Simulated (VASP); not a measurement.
VASP input:

File POSCAR:
```
YN
1
    0.0000000000     2.4483600000     2.4483600000
    2.4483600000     0.0000000000     2.4483600000
    2.4483600000     2.4483600000     0.0000000000
Y N
1 1
Direct
 -0.0116680000   0.0095400000  -0.0023220000
  0.5116680000   0.4904600000   0.5023220000
```

INCAR:
```
AEXX=0.25
ALGO=Normal
EDIFF=1E-6
ENCUT=400
GGA=PE
HFSCREEN=0.2
ISIF=2
ISMEAR=-1
ISYM=3
LASPH=.True.
LCHARG=.False.
LHFCALC=.True.
LMAXMIX=4
LREAL=.False.
LWAVE=.False.
NELM=100
PREC=Accurate
PRECFOCK=Fast
SIGMA=0.1
SYSTEM=YN
```

### KPOINTS
```
Automatic mesh
0
Gamma
4 4 4
0 0 0
```

POTCAR, in this order: Y_sv N (PBE.64 set). Program: vasp_std.

**Question.** Write an equivalent input for Quantum ESPRESSO's pw.x.

**Answer.** One equivalent input (not run):
```
&CONTROL
  calculation = 'scf'
  pseudo_dir = './pseudo'
  outdir = './out'
  tprnfor = .true.
  tstress = .false.
/
&SYSTEM
  ibrav = 0
  nat = 2
  ntyp = 2
  ecutwfc = 84
  occupations = 'smearing'
  smearing = 'fermi-dirac'
  degauss = 0.00735
  input_dft = 'hse'
  nqx1 = 4
  nqx2 = 4
  nqx3 = 4
  screening_parameter = 0.1058
/
&ELECTRONS
  conv_thr = 7.3e-08
  electron_maxstep = 100
/
ATOMIC_SPECIES
  Y 88.906 Y.upf
  N 14.007 N.upf
CELL_PARAMETERS angstrom
     0.0000000    2.4483600    2.4483600
     2.4483600    0.0000000    2.4483600
     2.4483600    2.4483600    0.0000000
ATOMIC_POSITIONS crystal
  Y   -0.0116680  0.0095400 -0.0023220
  N    0.5116680  0.4904600  0.5023220
K_POINTS automatic
  4 4 4 0 0 0
```
The two are equivalent in intent, not identical: the potentials are each code's own (VASP's PAW set, PseudoDojo norm-conserving files in pw.x), so ENCUT and ecutwfc are chosen apart and not converted; conv_thr bounds pw.x's estimated SCF error, while EDIFF bounds the energy change between steps.

The structure comes from a computed database's YN entry; how it stands against other phases isn't given here. The cell was not relaxed at this level, atoms are displaced from their ideal sites. The k-mesh is coarse (spacing up to 0.56 per Å, 2π included), so the numbers may not be converged in it. The run is one of a series of settings (AEXX = 0.25, GGA = PE, HFSCREEN = 0.2, ISYM = 3, LHFCALC = .TRUE., PRECFOCK = Fast, KPOINTS 4×4×4 Γ-centred mesh against the base run), some of them coarse on purpose.
